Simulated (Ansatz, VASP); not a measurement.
# PtSe2 (Sudovikovite) in two plane-wave programs, part 2 of 3

Wanted: the spread between two codes on one cell, functional and k mesh. The cell is taken from a series of runs on this material, whose earlier steps may have relaxed, scaled, displaced or heated it; both programs get it as it stands.

VASP 6.6.1 and Ansatz 0.2.0.

So far: The structure; Ansatz: zone-centre phonons, PBE.

### 3. VASP: zone-centre phonons, PBE

Level of this step: PBE; plane waves and PAW (Pt, Se) (VASP).

The same cell, functional and mesh now go to VASP, with its own data sets.

Lines of VASP's logs that name or quote its potential files are left out, and so is its time.

Input file INCAR:

```
SYSTEM = PtSe2
PREC = Accurate
ENCUT = 500
EDIFF = 1E-08
NELM = 120
ISMEAR = 0
SIGMA = 0.01
LREAL = .FALSE.
ALGO = Normal
GGA = PE
NBANDS = 17
LASPH = .TRUE.
LORBIT = 11
LWAVE = .FALSE.
LCHARG = .FALSE.
ISIF = 2
IBRION = 8
LEPSILON = .TRUE.
GGA_COMPAT = .FALSE.
EFERMI = MIDGAP
KPAR = 2
```

Input file POSCAR:

```
PtSe2
1.0
    3.7516639993      0.0000000000      0.0000000000
   -1.8758319997      3.2490363298      0.0000000000
    0.0000000000      0.0000000000      6.5059156425
Pt Se
1 2
Direct
    0.0000000000      0.0000000000      0.0000000000
    0.3333333333      0.6666666667      0.2008335985
    0.6666666667      0.3333333333      0.7991664015
```

Input file KPOINTS:

```
Automatic mesh
0
Gamma
15 15 8
0 0 0
```

PAW data sets: Pt and Se (PBE family, release 64).

Launch:

```bash
$ mpirun -np 2 vasp_std
```

Output:

```text
[banner, memory and clock lines left out]
running    2 mpi-ranks, on    1 nodes
 distrk:  each k-point on    1 cores,    2 groups
 distr:  one band on    1 cores,    1 groups

 POSCAR found type information on POSCAR PtSe
 POSCAR found :  2 types and       3 ions
 LDA part: xc-table for (Slater+PW92), standard interpolation
 POSCAR, INCAR and KPOINTS ok, starting setup
 FFT: planning ... GRIDC
 FFT: planning ... GRID_SOFT
 FFT: planning ... GRID
 WAVECAR not read
 entering main loop
       N       E                     dE             d eps       ncg     rms          rms(c)
DAV:   1     0.112915182339E+03    0.11292E+03   -0.94534E+03  6600   0.107E+03
DAV:   2    -0.953187626814E+01   -0.12245E+03   -0.11851E+03  8255   0.207E+02
DAV:   3    -0.150988894515E+02   -0.55670E+01   -0.55354E+01  8128   0.465E+01
DAV:   4    -0.151521314072E+02   -0.53242E-01   -0.53220E-01  8311   0.485E+00
DAV:   5    -0.151529227802E+02   -0.79137E-03   -0.79132E-03  8401   0.558E-01    0.119E+01
DAV:   6    -0.145295556390E+02    0.62337E+00   -0.45976E+00  6706   0.204E+01    0.679E+00
DAV:   7    -0.143215349126E+02    0.20802E+00   -0.91879E-01  6720   0.957E+00    0.347E+00
DAV:   8    -0.143060117905E+02    0.15523E-01   -0.63089E-02  8001   0.173E+00    0.774E-01
DAV:   9    -0.143027201389E+02    0.32917E-02   -0.10486E-02  7221   0.103E+00    0.201E-01
DAV:  10    -0.143030620039E+02   -0.34187E-03   -0.18665E-03  7238   0.266E-01    0.553E-02
DAV:  11    -0.143030772982E+02   -0.15294E-04   -0.78991E-05  8549   0.782E-02    0.302E-02
DAV:  12    -0.143030840317E+02   -0.67335E-05   -0.23918E-05  6888   0.352E-02    0.408E-03
DAV:  13    -0.143030847403E+02   -0.70853E-06   -0.24614E-06  8881   0.103E-02    0.175E-03
DAV:  14    -0.143030850618E+02   -0.32154E-06   -0.27284E-07  6914   0.350E-03    0.104E-03
DAV:  15    -0.143030851939E+02   -0.13205E-06   -0.59909E-08  7590   0.161E-03    0.297E-04
DAV:  16    -0.143030852090E+02   -0.15103E-07   -0.65865E-09  6347   0.702E-04    0.131E-04
DAV:  17    -0.143030852090E+02   -0.84810E-10   -0.14358E-09  5392   0.249E-04
   1 F= -.14303085E+02 E0= -.14303085E+02  d E =0.000000E+00
 Linear response reoptimize wavefunctions to high precision
DAV:   1    -0.143030852043E+02    0.47903E-08   -0.13817E-10  5352   0.847E-05
DAV:   2    -0.143030852043E+02   -0.13415E-10   -0.13214E-11  3689   0.245E-05
 Linear response G [H, r] |phi>, progress :
  Direction:   1
       N       E                     dE             d eps       ncg     rms
RMM:   1    -0.120040638857E+03   -0.12004E+03   -0.83808E+01 17139   0.798E+01
RMM:   2    -0.102144998661E+03    0.17896E+02   -0.97528E+00 10699   0.183E+01
RMM:   3    -0.102244154190E+03   -0.99156E-01   -0.20470E-01 11129   0.228E+00
RMM:   4    -0.102248337898E+03   -0.41837E-02   -0.45895E-03 11580   0.372E-01
RMM:   5    -0.102248425790E+03   -0.87891E-04   -0.16589E-04 11612   0.726E-02
RMM:   6    -0.102248428600E+03   -0.28097E-05    0.10341E-05 11744   0.162E-02
RMM:   7    -0.102248428759E+03   -0.15903E-06    0.17276E-05 11772   0.548E-03
RMM:   8    -0.102248428773E+03   -0.14439E-07    0.16446E-05 11756   0.325E-03
RMM:   9    -0.102248428810E+03   -0.37155E-07    0.11079E-05 10605   0.277E-03
RMM:  10    -0.102248428561E+03    0.24918E-06    0.38714E-06  9003   0.268E-03
RMM:  11    -0.102248428156E+03    0.40522E-06   -0.99308E-05  8297   0.267E-03
RMM:  12    -0.102248428162E+03   -0.65959E-08    0.23839E-05  7889   0.267E-03
 Linear response G [H, r] |phi>, progress :
  Direction:   2
       N       E                     dE             d eps       ncg     rms
RMM:   1    -0.119715333933E+03   -0.11972E+03   -0.68124E+01 17171   0.806E+01
RMM:   2    -0.993075130848E+02    0.20408E+02   -0.99838E+00 10622   0.187E+01
RMM:   3    -0.994037566629E+02   -0.96244E-01   -0.20449E-01 11138   0.236E+00
RMM:   4    -0.994076396733E+02   -0.38830E-02   -0.46410E-03 11595   0.381E-01
RMM:   5    -0.994077277180E+02   -0.88045E-04   -0.18362E-04 11638   0.738E-02
RMM:   6    -0.994077303535E+02   -0.26355E-05   -0.63657E-06 11744   0.162E-02
RMM:   7    -0.994077304163E+02   -0.62796E-07    0.15146E-06 11786   0.525E-03
RMM:   8    -0.994077304112E+02    0.51230E-08    0.20855E-06 11770   0.299E-03
RMM:   9    -0.994077304247E+02   -0.13503E-07    0.37080E-06 10701   0.251E-03
RMM:  10    -0.994077305074E+02   -0.82745E-07    0.81396E-06  8984   0.242E-03
RMM:  11    -0.994077304733E+02    0.34117E-07    0.16453E-05  8243   0.241E-03
RMM:  12    -0.994077305063E+02   -0.32987E-07    0.59708E-05  7879   0.241E-03
 Linear response G [H, r] |phi>, progress :
  Direction:   3
       N       E                     dE             d eps       ncg     rms
RMM:   1    -0.100714991605E+03   -0.10071E+03    0.14445E+02 15718   0.783E+01
RMM:   2    -0.101207086510E+03   -0.49209E+00   -0.67366E+00 10666   0.159E+01
RMM:   3    -0.101306485670E+03   -0.99399E-01   -0.16288E-01 11310   0.203E+00
[...]
dielectric tensor                  component  1 :    16.888     0.147     0.362
 Linear response to external field, progress :
  Direction:   2
       N       E                     dE             d eps       ncg     rms          rms(c)
RMM:   1    -0.352815596496E+01   -0.35282E+01   -0.24387E+01 35904   0.637E+00
RMM:   2    -0.376874293904E+01   -0.24059E+00   -0.72657E-02 27730   0.118E+00    0.364E+00
[...]
Linear response progress:
  Degree of freedom:   1/  4
       N       E                     dE             d eps       ncg     rms          rms(c)
RMM:   1    -0.254478535763E+00   -0.25448E+00   -0.25147E-01 28405   0.332E+00
RMM:   2    -0.247922967194E+00    0.65556E-02   -0.74882E-03 24961   0.520E-01    0.211E-01
RMM:   3    -0.247757840020E+00    0.16513E-03   -0.45543E-04 27268   0.129E-01    0.127E-01
RMM:   4    -0.248351951468E+00   -0.59411E-03   -0.66346E-04 27851   0.143E-01    0.235E-02
RMM:   5    -0.248374441513E+00   -0.22490E-04   -0.45323E-05 27713   0.406E-02    0.106E-02
RMM:   6    -0.248424731321E+00   -0.50290E-04   -0.12515E-06 28593   0.861E-03    0.158E-03
RMM:   7    -0.248403081357E+00    0.21650E-04   -0.33673E-07 28686   0.234E-03    0.867E-04
RMM:   8    -0.248393105420E+00    0.99759E-05   -0.39878E-07 28109   0.176E-03    0.217E-04
RMM:   9    -0.248393678232E+00   -0.57281E-06   -0.65224E-07 28763   0.518E-04    0.710E-05
RMM:  10    -0.248394204774E+00   -0.52654E-06   -0.60690E-08 29843   0.156E-04    0.370E-05
RMM:  11    -0.248394642370E+00   -0.43760E-06   -0.35938E-08 29253   0.105E-04    0.131E-05
RMM:  12    -0.248394881416E+00   -0.23905E-06   -0.30788E-08 29033   0.101E-04    0.751E-06
RMM:  13    -0.248394846330E+00    0.35087E-07   -0.32017E-08 30796   0.780E-05    0.418E-06
RMM:  14    -0.248394796035E+00    0.50294E-07   -0.13438E-08 30345   0.735E-05    0.676E-07
RMM:  15    -0.248394794299E+00    0.17367E-08   -0.83168E-09 29434   0.708E-05    0.169E-07
 first order change of Fermi-energy  -0.12400E-03
 force on displaced ion       1 direction 1 : -14.548   0.000   0.000
 Born effective charge ion    1 direction 1 :   2.389   0.000   0.000
 Linear response progress:
  Degree of freedom:   2/  4
       N       E                     dE             d eps       ncg     rms          rms(c)
RMM:   1    -0.276501077196E+00   -0.27650E+00   -0.25680E-01 11432   0.334E+00
RMM:   2    -0.269042175811E+00    0.74589E-02   -0.76519E-03  9819   0.558E-01    0.219E-01
RMM:   3    -0.268807096685E+00    0.23508E-03   -0.78775E-04 10400   0.159E-01    0.127E-01
RMM:   4    -0.269097568325E+00   -0.29047E-03   -0.38356E-04 10577   0.108E-01    0.504E-02
RMM:   5    -0.269380159620E+00   -0.28259E-03   -0.40348E-05 10688   0.386E-02    0.173E-02
RMM:   6    -0.269444652288E+00   -0.64493E-04   -0.18808E-05 10445   0.231E-02    0.293E-03
RMM:   7    -0.269433027415E+00    0.11625E-04   -0.10588E-06 11120   0.627E-03    0.151E-03
RMM:   8    -0.269412421746E+00    0.20606E-04   -0.16091E-07 11028   0.184E-03    0.216E-04
RMM:   9    -0.269413865234E+00   -0.14435E-05   -0.98803E-09 11471   0.534E-04    0.130E-04
RMM:  10    -0.269415178457E+00   -0.13132E-05   -0.20412E-08 10795   0.401E-04    0.401E-05
RMM:  11    -0.269415080666E+00    0.97790E-07   -0.32712E-08 11554   0.148E-04    0.133E-05
RMM:  12    -0.269415114969E+00   -0.34303E-07   -0.72246E-08 11708   0.995E-05    0.110E-05
RMM:  13    -0.269415269341E+00   -0.15437E-06   -0.40623E-08 11439   0.914E-05    0.288E-06
RMM:  14    -0.269415259289E+00    0.10051E-07   -0.41425E-08 12172   0.748E-05    0.104E-06
RMM:  15    -0.269415241639E+00    0.17650E-07   -0.76441E-09 10671   0.715E-05    0.161E-07
RMM:  16    -0.269415239718E+00    0.19209E-08   -0.30052E-09  9949   0.710E-05    0.251E-07
 first order change of Fermi-energy  -0.89822E-04
 force on displaced ion       1 direction 3 :  -0.000  -0.000 -15.892
 Born effective charge ion    1 direction 3 :   0.000   0.000  -0.085
 Linear response progress:
  Degree of freedom:   3/  4
       N       E                     dE             d eps       ncg     rms          rms(c)
RMM:   1    -0.772725827533E-01   -0.77273E-01    0.61194E-02 73737   0.150E+00
RMM:   2    -0.765906792773E-01    0.68190E-03   -0.14943E-03 47670   0.229E-01    0.105E-01
RMM:   3    -0.765670532990E-01    0.23626E-04   -0.49006E-05 52677   0.436E-02    0.604E-02
RMM:   4    -0.766229060877E-01   -0.55853E-04   -0.27250E-05 53276   0.349E-02    0.611E-03
RMM:   5    -0.766110680404E-01    0.11838E-04   -0.45493E-07 54038   0.573E-03    0.170E-03
RMM:   6    -0.766055317904E-01    0.55363E-05   -0.70830E-08 54555   0.176E-03    0.426E-04
RMM:   7    -0.766063554594E-01   -0.82367E-06   -0.56762E-08 54285   0.755E-04    0.871E-05
RMM:   8    -0.766060210962E-01    0.33436E-06   -0.23897E-08 55643   0.197E-04    0.547E-05
RMM:   9    -0.766059049637E-01    0.11613E-06   -0.35701E-08 52902   0.142E-04    0.163E-05
RMM:  10    -0.766059043061E-01    0.65755E-09   -0.52423E-08 55840   0.838E-05    0.590E-06
 first order change of Fermi-energy  -0.15787E-05
 force on displaced ion       2 direction 1 :  -7.819   0.000   0.000
 Born effective charge ion    2 direction 1 :  -1.194  -0.000   0.000
 Linear response progress:
  Degree of freedom:   4/  4
       N       E                     dE             d eps       ncg     rms          rms(c)
RMM:   1    -0.990628577618E-01   -0.99063E-01    0.54153E-02 15117   0.146E+00
RMM:   2    -0.979577198026E-01    0.11051E-02   -0.15385E-03 10169   0.231E-01    0.155E-01
RMM:   3    -0.977334623445E-01    0.22426E-03   -0.10998E-04 11130   0.531E-02    0.963E-02
RMM:   4    -0.976337155887E-01    0.99747E-04   -0.47961E-05 11261   0.432E-02    0.335E-02
RMM:   5    -0.976371274038E-01   -0.34118E-05   -0.80772E-06 11245   0.184E-02    0.826E-03
RMM:   6    -0.976517346245E-01   -0.14607E-04   -0.32087E-06 11241   0.456E-03    0.343E-03
RMM:   7    -0.976604087777E-01   -0.86742E-05   -0.33900E-07 11133   0.342E-03    0.101E-03
RMM:   8    -0.976589701537E-01    0.14386E-05   -0.21093E-07 11158   0.950E-04    0.273E-04
RMM:   9    -0.976584840150E-01    0.48614E-06   -0.13829E-07 11186   0.488E-04    0.892E-05
RMM:  10    -0.976590317506E-01   -0.54774E-06   -0.16280E-07 11189   0.286E-04    0.335E-05
RMM:  11    -0.976590932788E-01   -0.61528E-07   -0.14667E-07 11555   0.124E-04    0.122E-05
RMM:  12    -0.976591356810E-01   -0.42402E-07   -0.16141E-07 11786   0.928E-05    0.243E-06
RMM:  13    -0.976591395083E-01   -0.38273E-08   -0.15270E-07 11758   0.785E-05    0.888E-07
RMM:  14    -0.976591416854E-01   -0.21771E-08   -0.13933E-07 10782   0.769E-05    0.282E-07
RMM:  15    -0.976591422123E-01   -0.52692E-09   -0.12057E-07  9801   0.756E-05    0.892E-08
 first order change of Fermi-energy  -0.87429E+00
 force on displaced ion       2 direction 3 :   0.000   0.000  -9.562
 Born effective charge ion    2 direction 3 :   0.000  -0.000   0.044
 Born effective charges drift removed
 Linear response finished
```

[end of part 2 of 3]

[Lines on the potential files, build, host, timing and source positions are cut from VASP's logs without a mark.]

[Logs are printed without paths, hosts, clocks, repeated set-up lines and the standing remarks that a program may print on its own settings, such as how far it seeks lower states.]

[Hosts, paths, dates, database ids (printed as entryN), source tags and the programs' standing remarks are cut or masked in the printed files.]
